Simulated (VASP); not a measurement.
Input of a VASP 6.6.1 run:

The input INCAR:

```
PREC = Accurate ; ENCUT = 520
EDIFF = 1E-6 ; ISMEAR = -1
SIGMA = 0.05 ; LREAL = Auto
LASPH = T ; NELM = 100
ALGO = Fast ; ISIF = 2
LWAVE = F ; LCHARG = F
GGA = PE ; NBANDS = 86
```

File KPOINTS:

```
regular mesh
0
Gamma
  4 4 4
```

POSCAR

```
CoSi2
1.0
    0.0000000000      5.3560000000      5.3560000000
    5.3560000000      0.0000000000      5.3560000000
    5.3560000000      5.3560000000      0.0000000000
Co Si
8 16
Direct
    0.0000000000      0.0000000000      0.0000000000
    0.0000000000      0.0000000000      0.5000000000
    0.0000000000      0.5000000000      0.0000000000
    0.0000000000      0.5000000000      0.5000000000
    0.5000000000      0.0000000000      0.0000000000
    0.5000000000      0.0000000000      0.5000000000
    0.5000000000      0.5000000000      0.0000000000
    0.5000000000      0.5000000000      0.5000000000
    0.1250000000      0.1250000000      0.1250000000
    0.3750000000      0.3750000000      0.3750000000
    0.1250000000      0.1250000000      0.6250000000
    0.3750000000      0.3750000000      0.8750000000
    0.1250000000      0.6250000000      0.1250000000
    0.3750000000      0.8750000000      0.3750000000
    0.1250000000      0.6250000000      0.6250000000
    0.3750000000      0.8750000000      0.8750000000
    0.6250000000      0.1250000000      0.1250000000
    0.8750000000      0.3750000000      0.3750000000
    0.6250000000      0.1250000000      0.6250000000
    0.8750000000      0.3750000000      0.8750000000
    0.6250000000      0.6250000000      0.1250000000
    0.8750000000      0.8750000000      0.3750000000
    0.6250000000      0.6250000000      0.6250000000
    0.8750000000      0.8750000000      0.8750000000
```

Potentials or basis: VASP PAW PBE potentials, release 64 (Co, Si).

The run is started by

```sh
$ cat potpaw_PBE.64/Co/POTCAR potpaw_PBE.64/Si/POTCAR > POTCAR
$ mpirun -np 1 vasp_std > vasp.out
```

**Question.** Predict the band gap on the k mesh.

**Answer.** None (metal or under the smearing width).

**Question.** Predict the pressure.

**Answer.** 0.2 GPa.

Spin polarisation is off, so any magnetic state and its effect on volume and gap are missing.
